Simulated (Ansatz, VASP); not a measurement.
# InP: VASP beside Ansatz

Wanted: the spread between two codes on one cell, functional and k mesh. The cell is taken from a series of runs on this material, whose earlier steps may have relaxed, scaled, displaced or heated it; both programs get it as it stands.

Calculated with Ansatz 0.2.0; plane waves, with VASP 6.6.1 beside it; G0W0 gap at PBE0 form with 20 % exact exchange with an exact-exchange share of 0.2.

**1. Set-up**

It takes space group F-43m (No. 216, cubic). The conventional cell has a = 5.869 Å, b = 5.869 Å, c = 5.869 Å, α = 90.00°, β = 90.00°, γ = 90.00°. In has 4 P at 2.54 Å nearest. Nearest to P lie 4 In at 2.54 Å. Farther neighbours are not listed.

**2. Ansatz: G0W0 gap, PBE0 form with 20 % exact exchange with an exact-exchange share of 0.2**

Ansatz runs on its PAW soft_1 files.

Quasiparticle shifts depend on high empty states and on the cores, so they are the hardest test of two PAW sets.

File input.yaml:

```yaml
crystal:
  lattice:
    - [0.0, 2.93435, 2.93435]
    - [2.93435, 0.0, 2.93435]
    - [2.93435, 2.93435, 0.0]
  atoms:
    - { symbol: In, position: [0.0, 0.0, 0.0] }
    - { symbol: P, position: [0.25, 0.25, 0.25] }
kpoints:
  mp_grid: { grid: [6, 6, 6] }
hamiltonian:
  xc: { exchange: pbe, correlation: pbe, exx: { coeff: 0.2 } }
  pseudopotentials: { kind: paw, azcp: { folder: soft_1 } }
scf:
  occupations: { method: fixed }
gw:
  n_empty_bands: 210
  ecut_chi: 150.0
  qp_bands: [v2, c2]
  qp_kpoints: band_edges
  screening: { model: contour_deformation }
```

The run is started by

```bash
$ ansatz run input.yaml --threads 3 --pin off --max-ram 92160MiB --backend cuda --events-out ev --progress --plain --runs-dir out --devices 1 --max-vram 13GiB
```

Numbers of over 12 decimals in the logs are rounded to 6 here.

The program printed:

```text
GPUs: using 1 of 1 available (devices: 1).
Engine: ansatz 0.2.0, x86_64-unknown-linux-gnu
Pseudopotentials: kind: paw
Pseudopotential: In, paw, valence charge 13, recommended cutoff 420 eV (normal), soft_1/In.paw.azcp
Pseudopotential: P, paw, valence charge 5, recommended cutoff 420 eV (normal), soft_1/P.paw.azcp
Functional definition: unnamed
  parameter a_1 = 0.2
  exchange = (1 - a_1)*pbe_x + a_1*exact_x
  correlation = pbe_c
davidson cushion auto → on  (no smearing: the cushion is to keep the highest requested band from converging to the state above it; pin scf.eigensolver.cushion to override)
device memory: the entry about to start is reckoned to put 0.5 GiB on a device that reports 53.7 GiB free (of which the cap on the GPU budget leaves the run 13.0 GiB)
GPU FFT provider: cuFFT
GPU libraries: cuBLAS 13.8.2, cuFFT 12.4.0, cuSOLVER 12.3.4
Crystal: 2 atoms, lattice volume = 50.532 Å³
Basis set: ecut = 420 eV, 965 PW (Γ)
Bands: 13, of which v1, the nominal top of the filled ones, is band 9 counted from 1 (8 counted from 0)
Symmetry: 24 space group operations
Space group: F-43m (ITA 216), of the structure as read, at distance tolerance 3.7e-5 Å
k-points: 16 of 216 (time reversal used)
Non-local potential: In, projectors of the file, l = 0: 2, l = 1: 2, l = 2: 2, l = 3: 1
Non-local potential: P, projectors of the file, l = 0: 2, l = 1: 2, l = 2: 1
PAW form: soft (Blöchl's): semilocal exchange-correlation on the pseudo side does not see the compensation charge
PAW frozen core: In, regenerated for the run's functional, and the local potential with it (the file was generated under x = pbe(κ = 0.804, μ = 0.219515), c = pbe(β = 0.066725))
PAW frozen core: P, regenerated for the run's functional, and the local potential with it (the file was generated under x = pbe(κ = 0.804, μ = 0.219515), c = pbe(β = 0.066725))
PAW one-centre angular grid: In, 590 points (default); XC on 64 Gauss nodes
PAW one-centre angular grid: P, 110 points (default); XC on 64 Gauss nodes
Initial density: superposition of atomic densities (chi_scale 0.1, normalization cell, long waves kept (reshape's long-wave potential 0.00 eV rms))
Initial wavefunctions: pseudopotential atomic-orbital guess
GPU buffer pool allocated for 27000 grid points (all kernels)
GPU transforms: local potential and band sums: pruned to the plane-wave sphere, on 27×27×27
Functional: x = pbe(κ = 0.804, μ = 0.219515), c = pbe(β = 0.066725), warm-up for x = 0.8 pbe(κ = 0.804, μ = 0.219515) + 0.2 exact, c = pbe(β = 0.066725)
SCF iter   1: F=—  HF=-6354.236142 eV  |F-HF|=—  |Δ(HF+E_count)|=         —  Δρ=3.46e-2  dr2=8.66e-1  ethr=1.00e-1  ⟨swp⟩=5.1  Hψ=695  notcnv=0
preconditioner: auto → none  [insulator: Δε(μ)=0.973 eV  Ē_g=14.534 eV  n_scr=14 (ndim 8)  ℏωp=22.2 eV  f_vac=0.000]
SCF iter   2: F=—  HF=-6354.048146 eV  |F-HF|=—  |Δ(HF+E_count)|=   1.88e-1  Δρ=1.63e-2  dr2=9.11e-2  ethr=4.81e-3  ⟨swp⟩=3.8  Hψ=585  notcnv=0  defer=2
SCF iter   3: F=—  HF=-6354.041419 eV  |F-HF|=—  |Δ(HF+E_count)|=   6.73e-3  Δρ=6.10e-3  dr2=1.37e-2  ethr=5.06e-4  ⟨swp⟩=3.1  Hψ=525  notcnv=0
iter 4 solved again at ethr=2.33e-6 eV; its pass at ethr=7.61e-5 eV (dr2=4.20e-4 eV) is discarded
SCF iter   4: F=—  HF=-6354.042401 eV  |F-HF|=—  |Δ(HF+E_count)|=   9.83e-4  Δρ=1.22e-3  dr2=4.03e-4  ethr=2.33e-6  ⟨swp⟩=4.2  Hψ=1240  notcnv=0  defer=1
SCF iter   5: F=-6354.042351 eV  HF=-6354.042342 eV  |F-HF|=8.98e-6  |Δ(HF+E_count)|=   5.89e-5  Δρ=3.16e-4  dr2=2.17e-5  ethr=2.24e-6  ⟨swp⟩=3.0  Hψ=580  notcnv=0
SCF 1 stopped early in 5 iterations: F = -6354.042351 eV  dr2 = 2.17e-5
  greatest PAW one-centre occupation: 0.981 electrons in one spin orbital (limit 2), on the In atom at site 0 (counted from 0), in its partial waves of l = 2
device memory: the entry about to start is reckoned to put 1.2 GiB on a device that reports 53.7 GiB free (of which the cap on the GPU budget leaves the run 13.0 GiB)
GPU FFT provider: cuFFT
GPU libraries: cuBLAS 13.8.2, cuFFT 12.4.0, cuSOLVER 12.3.4
Initial density: handed on by an earlier stage of this run
Initial wavefunctions: those handed on with the density
GPU buffer pool allocated for 27000 grid points (all kernels)
GPU transforms: local potential and band sums: pruned to the plane-wave sphere, on 27×27×27
Functional: x = 0.8 pbe(κ = 0.804, μ = 0.219515) + 0.2 exact, c = pbe(β = 0.066725)
Exchange kernel: α = 0.2000, full range, Wigner–Seitz truncation, v(0) = 17057.8829 eV·Å³, q-mesh 6×6×6, nearest image of the exchange supercell L = 24.90 Å, pair-density grid 15×15×15, without the augmentation charges, whose exchange is taken in its separable form by FFT convolution over the k-point mesh (sized by the pseudopotential files, 24×24×24 at the most), smooth part of the exact exchange by density-matrix convolution in up to 3.14 GiB of GPU memory as planned if the GPU has room (build and FFT work areas not counted)
Frozen-core exchange: fock
[...]
SCF iter   5: F=-6357.237794 eV  HF=-6357.237795 eV  |F-HF|=1.13e-6  |Δ(HF+E_count)|=   8.09e-5  Δρ=7.17e-5  dr2=2.48e-6  ethr=2.30e-9  ⟨swp⟩=5.5  Hψ=976  notcnv=0  defer=1
SCF 2 stopped early in 5 iterations: F = -6357.237794 eV  dr2 = 2.48e-6
  greatest PAW one-centre occupation: 0.982 electrons in one spin orbital (limit 2), on the In atom at site 0 (counted from 0), in its partial waves of l = 2
[...]
G₀W₀ screening: q 1/16
[... further progress lines ...]
device memory: the entry about to start is reckoned to put 0.3 GiB on a device that reports 60.1 GiB free (of which the cap on the GPU budget leaves the run 13.0 GiB)
NSCF: frozen V_eff on 1 k-points
device memory: the entry about to start is reckoned to put 0.3 GiB on a device that reports 60.1 GiB free (of which the cap on the GPU budget leaves the run 13.0 GiB)
NSCF: frozen V_eff on 1 k-points
hybrid SCF converged: 2 outer / 7 inner (+5 warm-up), last move |dexx| = 1.04e-7 eV, tail = 4.80e-8 eV
Stability not checked: this state was not tested for a lower state beside it, because the functional holds exact exchange (a hybrid, or Hartree-Fock), whose exchange loop this test does not read (fock_operator; see scf.lower_state_search)
Free energy (F): -6357.237727 eV
Frozen-core exchange: fock
Harris-Foulkes:  -6357.237727 eV  (|F-HF|=1.45e-9)
Internal energy: -6357.237727 eV  (E = F + TS)
E sigma→0 (E₀):  -6357.237727 eV
Fermi energy:    6.388308 eV
--- Per-component energies (eV) ---
  E_band       = -80.802543
  E_kinetic    = 287.957083
  E_local      = -1333.237247  (includes V_loc(G=0)·N_el)
  E_nonlocal   = 358.309415
  E_hartree    = 536.179235
  E_xc         = -175.731457
  E_vxc        = -122.796596  (∫ρ·V_xc dr)
  E_exx        = -38.284216  (= α·E_x^exact, valence–valence)
  E_paw        = -4773.687116  (= ΣΔE_a)
  E_vpaw       = -266.825458  (= ΣTr[D̂ρ^β])
  E_aug_tail   = 0.000154  (compensation charges beyond the density's cutoff)
  E_ewald      = -1219.106662
  E_core_change = 0.363083  (= ΣΔE_core)
  E_smearing   = -0.000000  (= −TS)
  E_closure    = -0.000000  (closes the sum)
  Σ components = -6357.237727   (vs F -6357.237727, Δ=0.00e0)
--- Band table (eV; the first three rows and the last of 16) ---
  k-point 0: bands = [... 5 lower, -6.1668, 6.3883, 6.3883, 6.3883, 8.1793, 11.6725]
  k-point 1: bands = [... 5 lower, -5.8339, 4.0983, 6.0612, 6.0612, 9.2950, 12.0882]
  k-point 2: bands = [... 5 lower, -4.9725, 1.4513, 5.5443, 5.5443, 9.1538, 12.4905]
  k-point 15: bands = [... 5 lower, -3.5742, 0.3080, 3.3325, 3.3791, 10.7586, 11.2425]
  guard bands above this table: 2 of the run's 13 bands. The solve was not asked for them (output.publish_guard_bands: true or output.eigenvalues: true publishes all)
--- G₀W₀: contour deformation, 7 samples at zero and on the imaginary axis and 3 off it, 216 q-points, 210 empty bands' worth ---
  eigenvalues of the whole cell's RPA ε∞ on this k-mesh (on a slab, of 1 + 4πα/V) = 8.4828, 8.4828, 8.4828; static W/v taken at q = 0 is 0.117886
  gw.qp_kpoints: band_edges: 9 of 16 stored k-points solved, in 1 pass; an edge of the gap read off the rows below is read off those points alone
    valence top: of the k-points left out ik 7 came nearest to being solved in a further pass, in band 9 (counted from 1, as in the quasiparticle table): it holds the edge there only if its correction is more favourable than any solved in that band by at least 1.101 eV; those differ by 0.008 eV
    conduction bottom: of the k-points left out ik 10 came nearest to being solved in a further pass, in band 10 (counted from 1, as in the quasiparticle table): it holds the edge there only if its correction is more favourable than any solved in that band by at least 1.413 eV; those differ by 0.117 eV
    ik  band        ε_KS         Σx   Σc(E_QP)       V_xc       Z   E_QP_lin       E_QP  E_QP is
     0     8      6.3883   -16.6856     0.9830   -15.5670  0.7857     6.2525     6.2528  root
     0     9      6.3883   -16.6856     0.9830   -15.5670  0.7857     6.2525     6.2528  root
     0    10      8.1793    -9.8735    -3.6771   -13.2981  0.8054     7.9274     7.9268  root
     0    11     11.6725    -6.9750    -4.0909   -10.8356  0.7979    11.4429    11.4422  root
     1     8      6.0612   -16.4409     1.0645   -15.2381  0.7847     5.9227     5.9229  root
     1     9      6.0612   -16.4409     1.0645   -15.2381  0.7847     5.9227     5.9229  root
     1    10      9.2950    -9.2357    -3.7687   -12.7545  0.8013     9.0457     9.0450  root
     1    11     12.0882    -7.4191    -4.2119   -11.3423  0.7882    11.8007    11.7994  root
     2     8      5.5443   -16.2064     1.2311   -14.8347  0.7819     5.4034     5.4037  root
     2     9      5.5443   -16.2064     1.2311   -14.8347  0.7819     5.4034     5.4037  root
     2    10      9.1538    -8.6361    -3.7855   -12.1681  0.8059     8.9010     8.9003  root
     2    11     12.4905    -6.7463    -4.2803   -10.7703  0.7892    12.2352    12.2342  root
     3     8      5.3310   -16.1353     1.3046   -14.6882  0.7805     5.1883     5.1886  root
     3     9      5.3310   -16.1353     1.3046   -14.6882  0.7805     5.1883     5.1886  root
     3    10      8.9879    -8.6909    -3.7487   -12.1832  0.8070     8.7321     8.7315  root
     3    11     12.4136    -6.5609    -4.2313   -10.5276  0.7914    12.1501    12.1490  root
     4     8      5.5122   -16.0484     1.2055   -14.7015  0.7823     5.3706     5.3709  root
     4     9      5.5122   -16.0484     1.2055   -14.7015  0.7823     5.3706     5.3709  root
     4    10     10.1989    -9.7444    -3.9278   -13.4237  0.7911     9.9511     9.9504  root
     4    11     10.6221    -6.6156    -3.8636   -10.1967  0.8069    10.3405    10.3396  root
     6     8      4.0683   -15.5542     1.5618   -13.8571  0.7723     3.9327     3.9330  root
     6     9      4.8790   -15.8779     1.4314   -14.3028  0.7777     4.7352     4.7354  root
     6    10     10.1162    -8.3144    -3.8941   -11.9454  0.8007     9.8538     9.8530  root
     6    11     11.9815    -6.7031    -4.2228   -10.6247  0.7902    11.6816    11.6802  root
[...]
9     8      4.3238   -15.6293     1.6060   -13.8826  0.7728     4.1827     4.1830  root
     9     9      4.3238   -15.6293     1.6060   -13.8826  0.7728     4.1827     4.1830  root
     9    10      9.4788    -6.6186    -3.6204    -9.9246  0.8126     9.1655     9.1644  root
     9    11     10.3829    -7.4862    -3.9583   -11.1507  0.8001    10.0902    10.0892  root
    12     8      3.8631   -15.4992     1.7653   -13.5945  0.7681     3.7233     3.7236  root
    12     9      3.8631   -15.4992     1.7653   -13.5945  0.7681     3.7233     3.7236  root
    12    10      9.1487    -6.3322    -3.5240    -9.5083  0.8146     8.8021     8.8008  root
    12    11      9.7590    -7.5514    -3.7931   -11.0596  0.8062     9.4750     9.4741  root
```

(Continued in part 2 of 2.)

[Lines on the potential files, build, host, timing and source positions are cut from VASP's logs without a mark.]

[Logs are printed without paths, hosts, clocks, repeated set-up lines and the standing remarks that a program may print on its own settings, such as how far it seeks lower states.]

[Hosts, paths, dates, database ids (printed as entryN), source tags and the programs' standing remarks are cut or masked in the printed files.]
